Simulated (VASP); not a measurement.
Calculation: PBEsol GGA, VASP's PBE PAW potentials (set 64) (plane waves; VASP).

The input files of a VASP run:

INCAR:
```
ALGO = Normal
EDIFF = 1E-6
ENCUT = 400
GGA = PS
ISIF = 2
ISMEAR = -1
ISPIN = 2
LASPH = .TRUE.
LCHARG = .FALSE.
LMAXMIX = 6
LORBIT = 11
LREAL = .FALSE.
LWAVE = .FALSE.
MAGMOM = 1.0 2*0.0
NELM = 100
PREC = Accurate
SIGMA = 0.136
SYSTEM = YbB2
```

File POSCAR:
```
YbB2
3.25030
  1.0000000000   0.0000000000   0.0000000000
 -0.5000000000   0.8660252900   0.0000000000
  0.0000000000   0.0000000000   1.1480478725
Yb B
1 2
Direct
  0.0063560000   0.0098400000   0.0030860000
  0.3414500000   0.6662150000   0.5020610000
  0.6521930000   0.3239450000   0.4948520000
```

**KPOINTS**
```
Automatic mesh
0
Gamma
6 6 5
0 0 0
```

POTCAR, in this order: Yb B (PBE.64 set). Program: vasp_std.

The run wrote:

### OUTCAR
```
 ion  position               nearest neighbor table
   1  0.006  0.010  0.003-   3 2.58   2 2.62   3 2.63   2 2.63   3 2.63   2 2.64   2 2.65   3 2.66
                             2 2.67   3 2.67   2 2.67   3 2.71
   2  0.341  0.666  0.502-   3 1.84   3 1.85   3 1.94   1 2.62   1 2.63   1 2.64   1 2.65   1 2.67
                             1 2.67
   3  0.652  0.324  0.495-   2 1.84   2 1.85   2 1.94   1 2.58   1 2.63   1 2.63   1 2.66   1 2.67
                             1 2.71
  LATTYP: Found a hexagonal cell.
 ALAT       =     3.2503000000
 C/A-ratio  =     1.1480478725
 Subroutine PRICEL returns:
 Original cell was already a primitive cell.
 Subroutine GETGRP returns: Found  1 space group operations
The static configuration has the point symmetry C_1 .
The dynamic configuration has the point symmetry C_1 .
The overall configuration has the point symmetry C_1 .
 Subroutine INISYM returns: Found  1 space group operations
 Subroutine IBZKPT returns following result:
 Found     92 irreducible k-points:

 Following reciprocal coordinates:
            Coordinates               Weight
  0.000000  0.000000  0.000000      1.000000
  0.166667  0.000000  0.000000      2.000000
  0.000000  0.166667  0.000000      2.000000
 -0.166667  0.166667  0.000000      2.000000
  0.333333  0.000000  0.000000      2.000000
  0.000000  0.333333  0.000000      2.000000
 -0.333333  0.333333  0.000000      2.000000
  0.500000  0.000000  0.000000      1.000000
  0.000000  0.500000  0.000000      1.000000
  0.500000  0.500000  0.000000      1.000000
  0.166667  0.166667  0.000000      2.000000
 -0.166667  0.333333  0.000000      2.000000
 -0.333333  0.166667  0.000000      2.000000
  0.333333  0.166667  0.000000      2.000000
 -0.166667  0.500000  0.000000      2.000000
  0.500000  0.333333  0.000000      2.000000
 -0.333333  0.500000  0.000000      2.000000
  0.166667  0.333333  0.000000      2.000000
...
```

OSZICAR:
```
       N       E                     dE             d eps       ncg     rms          rms(c)
DAV:   1     0.120174102237E+03    0.12017E+03   -0.93326E+03  9592   0.706E+03
DAV:   2    -0.565495854000E+01   -0.12583E+03   -0.11913E+03  9236   0.559E+02
DAV:   3    -0.207998472666E+02   -0.15145E+02   -0.14462E+02  9780   0.125E+02
DAV:   4    -0.236905648385E+02   -0.28907E+01   -0.28543E+01 14568   0.391E+01
DAV:   5    -0.238294812200E+02   -0.13892E+00   -0.13752E+00 12836   0.957E+00    0.495E+01
DAV:   6    -0.418114994443E+02   -0.17982E+02   -0.22650E+02  8744   0.702E+02    0.695E+02
DAV:   7    -0.433385365345E+02   -0.15270E+01   -0.16851E+01 11076   0.302E+01    0.739E+02
DAV:   8    -0.433826562660E+02   -0.44120E-01   -0.67663E-01 11184   0.612E+00    0.739E+02
DAV:   9    -0.430501064145E+02    0.33255E+00   -0.40940E+00 12988   0.148E+01    0.552E+02
DAV:  10    -0.334641281857E+02    0.95860E+01   -0.16597E+01 14592   0.650E+01    0.149E+02
DAV:  11    -0.212712452757E+02    0.12193E+02   -0.18533E+01 11776   0.111E+02    0.662E+01
DAV:  12    -0.211820542241E+02    0.89191E-01   -0.35909E+01 13120   0.218E+02    0.404E+01
DAV:  13    -0.206485040330E+02    0.53355E+00   -0.23748E+01 11816   0.155E+02    0.449E+01
DAV:  14    -0.202865786561E+02    0.36193E+00   -0.13266E+00 13560   0.368E+01    0.334E+01
DAV:  15    -0.200700682563E+02    0.21651E+00   -0.20234E-01 14632   0.143E+01    0.300E+01
DAV:  16    -0.199873732665E+02    0.82695E-01   -0.56105E-02 14540   0.598E+00    0.289E+01
DAV:  17    -0.198522080842E+02    0.13517E+00   -0.35183E-02 12844   0.959E+00    0.273E+01
DAV:  18    -0.195851435117E+02    0.26706E+00   -0.21095E-01 12792   0.216E+01    0.225E+01
DAV:  19    -0.194730501235E+02    0.11209E+00   -0.29985E-01 13456   0.159E+01    0.187E+01
DAV:  20    -0.194810921204E+02   -0.80420E-02   -0.86070E-02 13124   0.523E+00    0.197E+01
DAV:  21    -0.194938673365E+02   -0.12775E-01   -0.23123E-02 12584   0.548E+00    0.203E+01
DAV:  22    -0.194914368087E+02    0.24305E-02   -0.36653E-03 12968   0.776E-01    0.201E+01
DAV:  23    -0.194840364375E+02    0.74004E-02   -0.17407E-02  9784   0.503E+00    0.196E+01
DAV:  24    -0.194697023744E+02    0.14334E-01   -0.12399E-02 11760   0.204E+00    0.194E+01
DAV:  25    -0.194999918524E+02   -0.30289E-01   -0.27908E-01 12144   0.160E+01    0.200E+01
DAV:  26    -0.194653753863E+02    0.34616E-01   -0.70528E-02 12696   0.659E+00    0.199E+01
DAV:  27    -0.194581658296E+02    0.72096E-02   -0.75531E-02 11600   0.744E+00    0.203E+01
DAV:  28    -0.194697871554E+02   -0.11621E-01   -0.48311E-02 12904   0.730E+00    0.217E+01
DAV:  29    -0.194760073737E+02   -0.62202E-02   -0.11632E-02 12720   0.189E+00    0.215E+01
DAV:  30    -0.194729510566E+02    0.30563E-02   -0.36387E-03 12884   0.207E+00    0.211E+01
DAV:  31    -0.194673944890E+02    0.55566E-02   -0.55072E-03 11988   0.239E+00    0.209E+01
DAV:  32    -0.194665892679E+02    0.80522E-03   -0.12380E-03 13144   0.762E-01    0.210E+01
DAV:  33    -0.194672190706E+02   -0.62980E-03   -0.24704E-03 11012   0.176E+00    0.212E+01
DAV:  34    -0.194681951089E+02   -0.97604E-03   -0.36201E-04 13984   0.538E-01    0.214E+01
DAV:  35    -0.194688410155E+02   -0.64591E-03   -0.61274E-05 12708   0.961E-02    0.215E+01
DAV:  36    -0.194688353904E+02    0.56251E-05   -0.58592E-06 10456   0.166E-02    0.215E+01
DAV:  37    -0.194678412251E+02    0.99417E-03   -0.49174E-05 12360   0.188E-01    0.214E+01
DAV:  38    -0.194671643226E+02    0.67690E-03   -0.78457E-05 12200   0.221E-01    0.212E+01
DAV:  39    -0.194606762585E+02    0.64881E-02   -0.22299E-03 11112   0.853E-01    0.185E+01
DAV:  40    -0.194591055966E+02    0.15707E-02   -0.11715E-03 13708   0.828E-01    0.170E+01
DAV:  41    -0.194582779566E+02    0.82764E-03   -0.30476E-04 13176   0.394E-01    0.157E+01
DAV:  42    -0.194580517227E+02    0.22623E-03   -0.20699E-03 11676   0.126E+00    0.138E+01
DAV:  43    -0.194540347193E+02    0.40170E-02   -0.53388E-03 12868   0.214E+00    0.764E+00
DAV:  44    -0.194507275164E+02    0.33072E-02   -0.39612E-03 12256   0.183E+00    0.376E+00
DAV:  45    -0.194497254200E+02    0.10021E-02   -0.35678E-03 12888   0.190E+00    0.160E+00
DAV:  46    -0.194501601379E+02   -0.43472E-03   -0.79120E-04 14136   0.599E-01    0.120E+00
DAV:  47    -0.194507092294E+02   -0.54909E-03   -0.74986E-04 11656   0.757E-01    0.648E-01
DAV:  48    -0.194514063856E+02   -0.69716E-03   -0.85894E-04 12712   0.955E-01    0.628E-01
DAV:  49    -0.194516957699E+02   -0.28938E-03   -0.97999E-04 12616   0.101E+00    0.549E-01
DAV:  50    -0.194517391991E+02   -0.43429E-04   -0.54491E-04 13092   0.669E-01    0.537E-01
DAV:  51    -0.194517558480E+02   -0.16649E-04   -0.81717E-04 11376   0.841E-01    0.419E-01
DAV:  52    -0.194518124558E+02   -0.56608E-04   -0.33557E-04 13076   0.524E-01    0.250E-01
DAV:  53    -0.194518316706E+02   -0.19215E-04   -0.51730E-05 10892   0.119E-01    0.219E-01
DAV:  54    -0.194518607681E+02   -0.29098E-04   -0.11613E-04 10284   0.374E-01    0.136E-01
DAV:  55    -0.194518696537E+02   -0.88856E-05   -0.22805E-05 11236   0.147E-01    0.970E-02
DAV:  56    -0.194518528799E+02    0.16774E-04   -0.33982E-05  9072   0.206E-01    0.472E-02
DAV:  57    -0.194518531332E+02   -0.25332E-06   -0.10200E-05  8120   0.935E-02    0.237E-02
DAV:  58    -0.194518534831E+02   -0.34990E-06   -0.55625E-06  7832   0.651E-02
   1 F= -.19451853E+02 E0= -.19330228E+02  d E =-.243251E+00  mag=    -0.0087
```

### OUTCAR
```
------------------------ aborting loop because EDIFF is reached ----------------------------------------
  FORCE on cell =-STRESS in cart. coord.  units (eV):
  Direction    XX          YY          ZZ          XY          YZ          ZX
  --------------------------------------------------------------------------------------
  Total       -0.9309034     -1.1803925      0.4313433      0.2391509      0.0285631      0.0130049
  in kB      -43.6872076    -55.3957074     20.2428995     11.2233302      1.3404628      0.6103168
  external PRESSURE =     -26.2800052 kB  Pullay stress =       0.0000000 kB
  volume of cell :       34.14
      direct lattice vectors                 reciprocal lattice vectors
     3.250300000  0.000000000  0.000000000     0.307663908  0.177629863  0.000000000
    -1.625150000  2.814842000  0.000000000     0.000000000  0.355259727  0.000000000
     0.000000000  0.000000000  3.731500000     0.000000000  0.000000000  0.267988744
 POSITION                                       TOTAL-FORCE (eV/Angst)
 -----------------------------------------------------------------------------------
      0.00467      0.02770      0.01152        -0.050902     -0.253815     -0.143517
      0.02712      1.87529      1.87344        -0.350017     -0.012385     -0.114637
      1.59336      0.91185      1.84654         0.400919      0.266199      0.258155
 -----------------------------------------------------------------------------------
    total drift:                               -0.000084     -0.000210      0.000569
  FREE ENERGIE OF THE ION-ELECTRON SYSTEM (eV)
  ---------------------------------------------------
  free  energy   TOTEN  =       -19.4518534831 eV

  energy  without entropy=      -19.2086022951  energy(sigma->0) =      -19.33022789

 total charge

# of ion       s       p       d       f       tot
--------------------------------------------------
    1        2.170   6.173   0.685  13.346  22.372
    2        0.665   1.153   0.000   0.000   1.818
    3        0.665   1.153   0.000   0.000   1.819
--------------------------------------------------
tot          3.500   8.479   0.685  13.346  26.009

 magnetization (x)

# of ion       s       p       d       f       tot
--------------------------------------------------
    1       -0.000   0.000   0.000  -0.011  -0.011
    2       -0.000  -0.000   0.000   0.000  -0.000
    3       -0.000  -0.000   0.000   0.000  -0.000
--------------------------------------------------
tot         -0.000  -0.000   0.000  -0.011  -0.012
```
(Selected blocks of OUTCAR.)

File OUTCAR:
```
 val. band max:        3.9707267211   @ k =   0.5000   0.0000   0.0000

 cond. band min:       4.0021289936   @ k =   0.0000   0.0000   0.0000


 Fermi energy:         3.9980275934

 spin component 1

 k-point     1 :       0.0000    0.0000    0.0000
  band No.  band energies     occupation
      1     -46.9529      1.00000
      2     -19.1681      1.00000
      3     -18.7686      1.00000
      4     -18.7613      1.00000
      5      -7.1057      1.00000
      6       2.4406      0.99999
      7       3.1305      0.99831
      8       3.1643      0.99783
      9       3.3530      0.99136
     10       3.3588      0.99099
     11       3.3771      0.98970
     12       3.3971      0.98809
     13       3.5016      0.97468
     14       3.6151      0.94352
     15       3.7782      0.83429
     16       4.0095      0.47899
     17       9.9460      0.00000
     18      10.2240      0.00000
     19      10.7451      0.00000
     20      10.8672      0.00000

 k-point     2 :       0.1667    0.0000    0.0000
  band No.  band energies     occupation
      1     -46.9370      1.00000
      2     -19.1224      1.00000
      3     -19.0288      1.00000
      4     -18.8170      1.00000
      5      -6.5479      1.00000
      6       1.9521      1.00000
      7       2.3169      1.00000
      8       2.7318      0.99991
      9       3.2369      0.99630
     10       3.3229      0.99306
     11       3.3772      0.98970
     12       3.4170      0.98624
     13       3.4775      0.97870
     14       3.7097      0.89286
     15       3.8252      0.78082
     16       4.2950      0.10123
     17       8.4803      0.00000
     18      10.2911      0.00000
     19      10.6505      0.00000
     20      10.9778      0.00000

 k-point     3 :       0.0000    0.1667    0.0000
  band No.  band energies     occupation
      1     -46.9370      1.00000
      2     -19.1229      1.00000
      3     -19.0228      1.00000
...
```

At this cut-off the stress carries a Pulay error, which pulls relaxed volumes low.

The structure comes from a measured YbB2 entry of the Crystallography Open Database, whose conditions weren't checked. The cell was not relaxed at this level, atoms are displaced from their ideal sites. The k-mesh is coarse (spacing up to 0.37 per Å, 2π included), so the numbers may not be converged in it.
